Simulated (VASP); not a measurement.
Consider the following.

```cif
data_Br3CsPb
_chemical_formula_sum 'Cs1 Pb1 Br3'
_space_group_name_H-M_alt 'Pm-3m'
_space_group_IT_number 221
_space_group_name_Hall '-P 4 2 3'
_cell_length_a 6.01880
_cell_length_b 6.01880
_cell_length_c 6.01880
_cell_angle_alpha 90.000
_cell_angle_beta 90.000
_cell_angle_gamma 90.000
loop_
_atom_site_label
_atom_site_type_symbol
_atom_site_symmetry_multiplicity
_atom_site_Wyckoff_symbol
_atom_site_fract_x
_atom_site_fract_y
_atom_site_fract_z
_atom_site_occupancy
Cs1 Cs 1 a 0.00000 0.00000 0.00000 1
Pb1 Pb 1 b 0.50000 0.50000 0.50000 1
Br1 Br 3 c 0.00000 0.50000 0.50000 1
```

All values below come from TPSS meta-GGA, VASP's PBE PAW potentials (set 64) (plane waves; VASP). Numerical set-up: 520 eV cut-off, 4×4×4 Γ-centred mesh, Gaussian smearing of 0.050 eV, potentials Cs_sv Pb_d Br.

### Question
Give the energy at these volumes per atom, relative to the lowest: 40.95, 42.25, 43.56, 44.87, 46.17 Å³.

### Answer
10.4, 2.5, 0.0, 1.9, 7.7 meV/atom. A third-order Birch-Murnaghan fit gives B0 = 18.1 GPa and B0′ = 4.7.

The compound is CsPbBr3 in the cubic perovskite structure, the ideal cubic form; the compound distorts at low or room temperature. It was relaxed first, which changed the volume by +8 %.
